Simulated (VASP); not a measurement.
**SrEuSe2 (space group R-3m): computed properties**

All values below come from PBEsol GGA, VASP's PBE PAW potentials (set 64) (plane waves; VASP 6.6.1).

```json
{
 "space_group": "R-3m (166)",
 "cell": "a = b = 4.315 Å, c = 21.145 Å, α = β = 90.00°, γ = 120.00°",
 "volume_per_atom": "28.41 Å³/atom",
 "band gap (over mesh and band path)": "1.76 eV",
 "smallest direct gap (over mesh and band path)": "2.35 eV",
 "cell_moment": "0.00 μB",
 "band_edge_character": "indirect, Γ to F",
 "density": "5.81 g/cm³"
}
```

```
CELL_PARAMETERS angstrom
      2.15746     1.24561     7.04826
     -2.15746     1.24561     7.04826
      0.00000    -2.49123     7.04826
ATOMIC_POSITIONS crystal
  Sr 0.50000 0.50000 0.50000
  Eu 0.00000 0.00000 0.00000
  Se 0.74707 0.74707 0.74707
  Se 0.25293 0.25293 0.25293
```

The 4f electrons are frozen in the core of the lanthanide potential, so 4f levels, which can set the real gap, and their magnetism are missing.

The structure comes from a computed database's SrEuSe2 entry (R-3m); how it stands against other phases isn't given here. It was relaxed first, which changed the volume by -5 %. Symmetry was kept, so distortions that lower it aren't found.
